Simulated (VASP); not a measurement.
Method: HSE06 screened hybrid, VASP's PBE PAW potentials (set 64) (plane waves; VASP).

A VASP calculation is set up with these files.

KPOINTS_OPT:
```
named points and PBE's band edges
6
Reciprocal
  0.000000   0.000000   0.000000 1 ! GAMMA
  0.500000   0.500000   0.500000 1 ! R
  0.500000   0.500000   0.000000 1 ! M
  0.000000   0.500000   0.000000 1 ! X
  0.000000   0.035710   0.000000 1 ! near an edge
  0.035710   0.035710   0.000000 1 ! near an edge
```

INCAR:
```
! general
SYSTEM   = Mg3SrO4
PREC     = Accurate
ENCUT    = 500
LREAL    = F
LASPH    = T
ISYM     = 3

! electronic loop
EDIFF    = 1E-6
NELM     = 60
ALGO     = Normal
LMAXMIX  = 4

! smearing
ISMEAR   = 0
SIGMA    = 0.05

! functional
GGA      = PE
LHFCALC  = T
AEXX     = 0.25
HFSCREEN = 0.2
PRECFOCK = Fast

! ions
ISIF     = 2

! output
LWAVE    = F
LCHARG   = F
```

POSCAR:
```
Mg3SrO4
4.6109230
  0.9999999870   0.0000000000   0.0000000000
  0.0000000000   0.9999999870   0.0000000000
  0.0000000000   0.0000000000   0.9999999870
Sr O Mg
1 4 3
direct
  0.0000000000   0.0000000000   0.0000000000
  0.5000000000   0.5000000000   0.5000000000
  0.0000000000   0.0000000000   0.5000000000
  0.0000000000   0.5000000000   0.0000000000
  0.5000000000   0.0000000000   0.0000000000
  0.5000000000   0.5000000000   0.0000000000
  0.5000000000   0.0000000000   0.5000000000
  0.0000000000   0.5000000000   0.5000000000
```

**KPOINTS**
```
Automatic mesh
0
Gamma
4 4 4
0 0 0
```

POTCAR, in this order: Sr_sv O Mg (PBE.64 set). Program: vasp_std. Read from the step before: WAVECAR.

The run wrote:

File OUTCAR:
```
 ion  position               nearest neighbor table
   1  0.000  0.000  0.000-   3 2.31   4 2.31   5 2.31   3 2.31   4 2.31   5 2.31   6 3.26   7 3.26
                             8 3.26   7 3.26   6 3.26   8 3.26   8 3.26   8 3.26   6 3.26   7 3.26
   2  0.500  0.500  0.500-   6 2.31   7 2.31   8 2.31   6 2.31   7 2.31   8 2.31
   3  0.000  0.000  0.500-   1 2.31   7 2.31   8 2.31   1 2.31   8 2.31   7 2.31
   4  0.000  0.500  0.000-   1 2.31   6 2.31   8 2.31   8 2.31   1 2.31   6 2.31
   5  0.500  0.000  0.000-   1 2.31   6 2.31   7 2.31   7 2.31   6 2.31   1 2.31
   6  0.500  0.500  0.000-   2 2.31   4 2.31   5 2.31   2 2.31   5 2.31   4 2.31   1 3.26   7 3.26
                             8 3.26   1 3.26   7 3.26   7 3.26   7 3.26   1 3.26   8 3.26   8 3.26
   7  0.500  0.000  0.500-   2 2.31   3 2.31   5 2.31   5 2.31   2 2.31   3 2.31   1 3.26   1 3.26
                             6 3.26   6 3.26   6 3.26   8 3.26   6 3.26   1 3.26   8 3.26   8 3.26
   8  0.000  0.500  0.500-   2 2.31   3 2.31   4 2.31   4 2.31   3 2.31   2 2.31   1 3.26   1 3.26
                             6 3.26   1 3.26   6 3.26   7 3.26   1 3.26   7 3.26   6 3.26   7 3.26
  LATTYP: Found a simple cubic cell.
 ALAT       =     4.6109229399
 Subroutine PRICEL returns:
 Original cell was already a primitive cell.
 Subroutine GETGRP returns: Found 48 space group operations
The static configuration has the point symmetry O_h .
The dynamic configuration has the point symmetry O_h .
 Subroutine INISYM returns: Found 48 space group operations
 Subroutine IBZKPT returns following result:
 Found     10 irreducible k-points:

 Following reciprocal coordinates:
            Coordinates               Weight
  0.000000  0.000000  0.000000      1.000000
  0.250000  0.000000  0.000000      6.000000
  0.500000  0.000000  0.000000      3.000000
  0.250000  0.250000  0.000000     12.000000
  0.500000  0.250000  0.000000     12.000000
  0.500000  0.500000  0.000000      3.000000
  0.250000  0.250000  0.250000      8.000000
  0.500000  0.250000  0.250000     12.000000
  0.500000  0.500000  0.250000      6.000000
  0.500000  0.500000  0.500000      1.000000
 Subroutine IBZKPT_HF returns following result:
   k-points           NKPTS =     10   k-points in BZ     NKDIM =     64   number of bands    NBANDS=     25
   number of dos      NEDOS =    301   number of ions     NIONS =      8
   total plane-waves  NPLWV =  46656
   dimension x,y,z NGX =    36 NGY =   36 NGZ =   36
   dimension x,y,z NGXF=    72 NGYF=   72 NGZF=   72
   ions per type =               1   4   3
   PREC   = accura    normal or accurate (medium, high low for compatibility)
   ISTART =      1    job   : 0-new  1-cont  2-samecut
   ICHARG =      0    charge: 1-file 2-atom 10-const
   ISPIN  =      1    spin polarized calculation?
   LNONCOLLINEAR =      F non collinear calculations
   LSORBIT =      F    spin-orbit coupling
   INIWAV =      1    electr: 0-lowe 1-rand  2-diag
   ENCUT  =  500.0 eV  36.75 Ry    6.06 a.u.   8.41  8.41  8.41*2*pi/ulx,y,z
   NELM   =     60;   NELMIN=  2; NELMDL=  0     # of ELM steps
   EDIFF  = 0.1E-05   stopping-criterion for ELM
   LREAL  =      F    real-space projection
   NLSPLINE    = F    spline interpolate recip. space projectors
   LMAXMIX     =    4 max onsite mixed and CHGCAR
   VOSKOWN=      0    Vosko Wilk Nusair interpolation
   EDIFFG = 0.1E-04   stopping-criterion for IOM
   NSW    =      0    number of steps for IOM
   NBLOCK =      1;   KBLOCK =      1    inner block; outer block
   IBRION =     -1    ionic relax: 0-MD 1-quasi-New 2-CG
   NFREE  =      0    steps in history (QN), initial steepest desc. (CG)
   ISIF   =      2    stress and relaxation
   ISYM   =      3    0-nonsym 1-usesym 2-fastsym
   TEIN   =    0.0    initial temperature
   TEBEG  =    0.0;   TEEND  =   0.0 temperature during run
   SMASS  =  -3.00    Nose mass-parameter (am)
   PSTRESS=    0.0 pullay stress
   NELECT =      40.0000    total number of electrons
   EFERMI =   0.00;   METHOD = LEGACY
   ISMEAR =     0;   SIGMA  =   0.05  broadening in eV -4-tet -1-fermi 0-gaus
   IALGO  =     38    algorithm
   LDIAG  =      T    sub-space diagonalisation (order eigenvalues)
   IMIX   =      1    mixing-type and parameters
     AMIX     =   0.40;   BMIX     =  1.00
...
```

**OSZICAR**
```
       N       E                     dE             d eps       ncg     rms          rms(c)
DAV:   1    -0.537640330842E+02   -0.53764E+02   -0.12006E+00   500   0.838E+00    0.321E+00
DAV:   2    -0.537741368170E+02   -0.10104E-01   -0.53256E-02   646   0.144E+00    0.202E+00
DAV:   3    -0.537695972483E+02    0.45396E-02   -0.90503E-03   599   0.598E-01    0.109E+00
DAV:   4    -0.537688432686E+02    0.75398E-03   -0.13888E-03   591   0.249E-01    0.600E-01
DAV:   5    -0.537684595537E+02    0.38371E-03   -0.32580E-04   717   0.149E-01    0.342E-01
DAV:   6    -0.537683524424E+02    0.10711E-03   -0.10338E-04   667   0.896E-02    0.197E-01
DAV:   7    -0.537683176508E+02    0.34792E-04   -0.21500E-05   824   0.402E-02    0.112E-01
DAV:   8    -0.537683070260E+02    0.10625E-04   -0.85486E-06   607   0.240E-02    0.644E-02
DAV:   9    -0.537683039521E+02    0.30739E-05   -0.25903E-06   465   0.140E-02    0.381E-02
DAV:  10    -0.537683029670E+02    0.98506E-06   -0.99090E-07   298   0.928E-03
   1 F= -.53768303E+02 E0= -.53768303E+02  d E =-.122337E-14
       N       E                     dE             ncg
```

OUTCAR:
```
------------------------ aborting loop because EDIFF is reached ----------------------------------------
  FORCE on cell =-STRESS in cart. coord.  units (eV):
  Direction    XX          YY          ZZ          XY          YZ          ZX
  --------------------------------------------------------------------------------------
  Total       -2.4545080     -2.4545080     -2.4545080     -0.0000000     -0.0000000     -0.0000000
  in kB      -40.1154291    -40.1154291    -40.1154291     -0.0000000     -0.0000000     -0.0000000
  external PRESSURE =     -40.1154291 kB  Pullay stress =       0.0000000 kB
  volume of cell :       98.03
      direct lattice vectors                 reciprocal lattice vectors
     4.610922940  0.000000000  0.000000000     0.216876320  0.000000000  0.000000000
     0.000000000  4.610922940  0.000000000     0.000000000  0.216876320  0.000000000
     0.000000000  0.000000000  4.610922940     0.000000000  0.000000000  0.216876320
 POSITION                                       TOTAL-FORCE (eV/Angst)
 -----------------------------------------------------------------------------------
      0.00000      0.00000      0.00000         0.000000      0.000000      0.000000
      2.30546      2.30546      2.30546         0.000000      0.000000      0.000000
      0.00000      0.00000      2.30546         0.000000      0.000000      0.000000
      0.00000      2.30546      0.00000         0.000000      0.000000      0.000000
      2.30546      0.00000      0.00000         0.000000      0.000000      0.000000
      2.30546      2.30546      0.00000         0.000000      0.000000      0.000000
      2.30546      0.00000      2.30546         0.000000      0.000000      0.000000
      0.00000      2.30546      2.30546         0.000000      0.000000      0.000000
 -----------------------------------------------------------------------------------
    total drift:                               -0.000014      0.000021     -0.000004
  FREE ENERGIE OF THE ION-ELECTRON SYSTEM (eV)
  ---------------------------------------------------
  free  energy   TOTEN  =       -53.7683029670 eV

  energy  without entropy=      -53.7683029670  energy(sigma->0) =      -53.76830297

  exchange ACFDT corr.  =         0.00000000  see jH, gK, PRB 81, 115126
```
(Selected blocks of OUTCAR.)

The structure was generated: Mg3SrO4 was put into an ordered model structure (Pm-3m), which need not be its known phase. It was relaxed first, which changed the volume by +11 %.
